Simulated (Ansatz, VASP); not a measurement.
# Cross-check of Co (Cobalt) between VASP and Ansatz, part 2 of 2

Aim: how closely do two programs agree when they are given the same cell, functional and k mesh? The cell is taken from a series of runs on this material, whose earlier steps may have relaxed, scaled, displaced or heated it; both programs get it as it stands.

VASP 6.6.1 and Ansatz 0.2.0.

So far. Step 6 (VASP: single point, PBE, pair 2): The run ends at a pressure of -2.74 GPa.

### Step 7. Comparison

What differs besides the data sets and the points named for the pairs above, as far as they apply: the data sets hold 34 valence electrons in Ansatz (on PAW files that the input asks for by source) and 18 in VASP. Total energies have different zeros and are not compared.

Compared:

| quantity | Ansatz | VASP | difference |
| --- | --- | --- | --- |
| total moment, fixed by the input (μB) | 3.44 | 3.44 | 0.00 |
| moment on Co1 (μB) | 1.79 | 1.74 | +0.05 |
| moment on Co2 (μB) | 1.79 | 1.74 | +0.05 |

### Step 8. Ansatz: single point, PBE, pair 3

A single point gives forces, pressure and levels at one fixed geometry, so differences don't come from the geometry; what else differs is listed under the comparison.

The cell is taken from a series of runs on this material, whose earlier steps may have relaxed, scaled, displaced or heated it; both programs get it as it stands.

Contents of input.yaml:

```yaml
crystal:
  lattice:
    - [2.5074, 0.0, 0.0]
    - [-1.2537, 2.1714720974, 0.0]
    - [0.0, 0.0, 4.0699]
  atoms:
    - { symbol: Co, position: [0.3333333333, 0.6666666667, 0.25], spin: 1.912 }
    - { symbol: Co, position: [0.6666666667, 0.3333333333, 0.75], spin: 1.912 }
magnetization:
  spin_polarized: true
  initial_magnetization: 3.824
  spin_locking: { lock_magnetization: hard }
kpoints:
  mp_grid: { grid: [18, 18, 10] }
hamiltonian:
  xc: pbe
  pseudopotentials: { kind: paw, source: ansatz }
scf:
  occupations: { method: fermi_dirac, width: 0.1 }
  max_iter: 120
  convergence: { dr2_threshold: 1.0e-08 }
basis:
  ecutwfc: 900.0
```

Launch:

```bash
$ ansatz run input.yaml --threads 1 --pin off --max-ram 2560MiB --backend cpu --events-out ev --progress --plain --runs-dir out
```

Numbers of over 12 decimals in the logs are rounded to 6 here.

The program printed:

```text
[...]
Crystal: 2 atoms, lattice volume = 22.160 Å³
Basis set: ecut = 900 eV, 1363 PW (Γ)
Bands: 23, of which v1, the nominal top of the filled ones, is band 17 counted from 1 (16 counted from 0)
Symmetry: 24 space group operations
[...]
k-points: 222 of 3240
[...]
Starting moments: Σ|m| = 3.824 μB on 2 of 2 sites
[...]
Magnetization: 3.8240 μB (18.9120 up, 15.0880 down)
Absolute magnetization: 4.0163 μB (∫|ρ↑−ρ↓|, with the PAW one-centre terms)
[...]
Per-site moments (μB) at R_I (Å): [(1.956101, 1.030153), (1.956101, 1.030153)]
Free energy (F): -10252.498726 eV
[...]
Internal energy: -10252.430468 eV  (E = F + TS)
E sigma→0 (E₀):  -10252.464597 eV
Entropy (-TS):   -0.068258 eV (-34.129 meV/atom)
Fermi energy:    19.054284 (↑ 19.530355, ↓ 18.578213) eV
[...]
[key lines of the parts left out:]
SCF converged after 9 iterations
```

### Step 9. VASP: single point, PBE, pair 3

The same cell, functional, mesh and smearing now go to VASP, with its own data sets.

Contents of INCAR:

```
SYSTEM = Co
PREC = Accurate
ENCUT = 520
EDIFF = 1E-06
NELM = 200
ISMEAR = -1
SIGMA = 0.1
LREAL = .FALSE.
ALGO = Normal
GGA = PE
NBANDS = 19
ISPIN = 2
MAGMOM = 1.96 1.96
LASPH = .TRUE.
LMAXMIX = 4
LORBIT = 11
LWAVE = .FALSE.
LCHARG = .FALSE.
ISIF = 2
NUPDOWN = 3.824
GGA_COMPAT = .FALSE.
KPAR = 2
```

Contents of POSCAR:

```
Co
1.0
    2.5074000000      0.0000000000      0.0000000000
   -1.2537000000      2.1714720974      0.0000000000
    0.0000000000      0.0000000000      4.0699000000
Co
2
Direct
    0.3333333333      0.6666666667      0.2500000000
    0.6666666667      0.3333333333      0.7500000000
```

Contents of KPOINTS:

```
Automatic mesh
0
Gamma
18 18 10
0 0 0
```

The projector-augmented-wave data sets are Co (PBE family, release 64).

Launch:

```bash
$ mpirun -np 2 vasp_std
```

The program printed:

```text
[... set-up lines as in an earlier step ...]
 entering main loop
       N       E                     dE             d eps       ncg     rms          rms(c)
DAV:   1     0.851126084196E+02    0.85113E+02   -0.80401E+03 17656   0.125E+03
DAV:   2    -0.120745332941E+02   -0.97187E+02   -0.89348E+02 17037   0.223E+02
DAV:   3    -0.160073569289E+02   -0.39328E+01   -0.38147E+01 18646   0.562E+01
DAV:   4    -0.160666422476E+02   -0.59285E-01   -0.59246E-01 21071   0.591E+00
[...]
DAV:  12    -0.139513195532E+02   -0.53258E-05   -0.21930E-06 19690   0.138E-02    0.146E-02
DAV:  13    -0.139513166365E+02    0.29167E-05   -0.14321E-06 13284   0.159E-02    0.549E-03
DAV:  14    -0.139513173287E+02   -0.69220E-06   -0.42586E-07  9397   0.614E-03
   1 F= -.13951317E+02 E0= -.13916547E+02  d E =-.695410E-01  mag=     3.8240
```

From OUTCAR (step 9):

```text
  Total        0.0594312      0.0594312      0.3030181      0.0000000     -0.0000000      0.0000000
  in kB        4.2969802      4.2969802     21.9087504      0.0000000     -0.0000000      0.0000000
  external PRESSURE =      10.1675702 kB  Pullay stress =       0.0000000 kB

 POSITION                                       TOTAL-FORCE (eV/Angst)
 -----------------------------------------------------------------------------------
     -0.00000      1.44765      1.01747        -0.000000      0.000000      0.000000
      1.25370      0.72382      3.05242         0.000000     -0.000000      0.000000
 -----------------------------------------------------------------------------------
    total drift:                                0.000000      0.000000     -0.000000

  FREE ENERGIE OF THE ION-ELECTRON SYSTEM (eV)
  ---------------------------------------------------
  free  energy   TOTEN  =       -13.9513173287 eV

  energy  without entropy=      -13.8817763234  energy(sigma->0) =      -13.91654683

 magnetization (x)
# of ion       s       p       d       tot
------------------------------------------
    1       -0.001  -0.021   1.937   1.914
    2       -0.001  -0.021   1.937   1.914
--------------------------------------------------
tot         -0.002  -0.042   3.873   3.829

[... 2 parts as in an earlier step ...]

[... 1 further part left out ...]
[key lines of the parts left out:]
E-fermi :   9.8446
```

The run ends at a pressure of 1.02 GPa.

### Step 10. Comparison

What differs besides the data sets and the points named for the pairs above, as far as they apply: the data sets hold 34 valence electrons in Ansatz (on PAW files that the input asks for by source) and 18 in VASP. Total energies have different zeros and are not compared.

The two programs side by side:

| quantity | Ansatz | VASP | difference |
| --- | --- | --- | --- |
| total moment, fixed by the input (μB) | 3.82 | 3.82 | 0.00 |
| moment on Co1 (μB) | 1.96 | 1.91 | +0.04 |
| moment on Co2 (μB) | 1.96 | 1.91 | +0.04 |

### Step 11. Outcome

```
difference in moment on Co1 (single point, PBE, pair 1) : 0.055 μB
difference in moment on Co1 (single point, PBE, pair 2) : 0.051 μB
difference in moment on Co1 (single point, PBE, pair 3) : 0.042 μB
```

**Reading.** The difference in moment on Co1 is 0.055 μB (single point, PBE, pair 1). The data sets hold unlike numbers of valence electrons (34 in Ansatz and 18 in VASP), so part of the differences comes from the potentials. 2 further runs of this series are not shown here. How closely two codes agree says nothing of how well the functional describes the real material.

[Lines on the potential files, build, host, timing and source positions are cut from VASP's logs without a mark.]

[Logs are printed without paths, hosts, clocks, repeated set-up lines and the standing remarks that a program may print on its own settings, such as how far it seeks lower states.]

[Hosts, paths, dates, database ids (printed as entryN), source tags and the programs' standing remarks are cut or masked in the printed files.]
